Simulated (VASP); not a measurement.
An input for Quantum ESPRESSO's pw.x (written as the equivalent of a VASP run, and not itself run):

```
&CONTROL
  calculation = 'vc-relax'
  pseudo_dir = './pseudo'
  outdir = './out'
  tprnfor = .true.
  tstress = .true.
  nstep = 60
  forc_conv_thr = 0.00039
/
&SYSTEM
  ibrav = 0
  nat = 2
  ntyp = 2
  ecutwfc = 88
  occupations = 'smearing'
  smearing = 'gaussian'
  degauss = 0.003675
  input_dft = 'pbe'
  vdw_corr = 'grimme-d3'
  dftd3_version = 4
  dftd3_threebody = .false.
/
&ELECTRONS
  conv_thr = 7.3e-08
  electron_maxstep = 100
/
&IONS
/
&CELL
/
ATOMIC_SPECIES
  Na 22.990 Na.upf
  Cl 35.450 Cl.upf
CELL_PARAMETERS angstrom
     0.0000000    2.8200000    2.8200000
     2.8200000    0.0000000    2.8200000
     2.8200000    2.8200000    0.0000000
ATOMIC_POSITIONS crystal
  Na   0.0000000  0.0000000  0.0000000
  Cl   0.5000000  0.5000000  0.5000000
K_POINTS automatic
  7 7 7 0 0 0
```

### Question
Write the VASP files for the same calculation (PBE-D3(BJ)).

### Answer
This is not unique; one that fits is 
File KPOINTS:
```
Automatic mesh
0
Gamma
7 7 7
0 0 0
```

**POSCAR**
```
NaCl
1.0
  0.0000000000   2.8200000000   2.8200000000
  2.8200000000   0.0000000000   2.8200000000
  2.8200000000   2.8200000000   0.0000000000
Na Cl
1 1
direct
  0.0000000000   0.0000000000   0.0000000000
  0.5000000000   0.5000000000   0.5000000000
```

**INCAR**
```
ALGO = Normal
EDIFF = 1E-6
EDIFFG = -0.01
ENCUT = 520
GGA = PE
IBRION = 2
ISIF = 3
ISMEAR = 0
IVDW = 12
LASPH = .TRUE.
LCHARG = .FALSE.
LREAL = .FALSE.
LWAVE = .FALSE.
NELM = 100
NSW = 60
PREC = Accurate
SIGMA = 0.05
SYSTEM = NaCl
```

POTCAR, in this order: Na_pv Cl (PBE.64 set). Program: vasp_std.

The two are equivalent in intent, not identical: the potentials are each code's own (VASP's PAW set, PseudoDojo norm-conserving files in pw.x), so ENCUT and ecutwfc are chosen apart and not converted; conv_thr bounds pw.x's estimated SCF error, while EDIFF bounds the energy change between steps; forc_conv_thr acts on force components and is met together with etot_conv_thr.

The compound is NaCl in the rock salt structure. This run relaxes it. Symmetry was kept, so distortions that lower it aren't found.
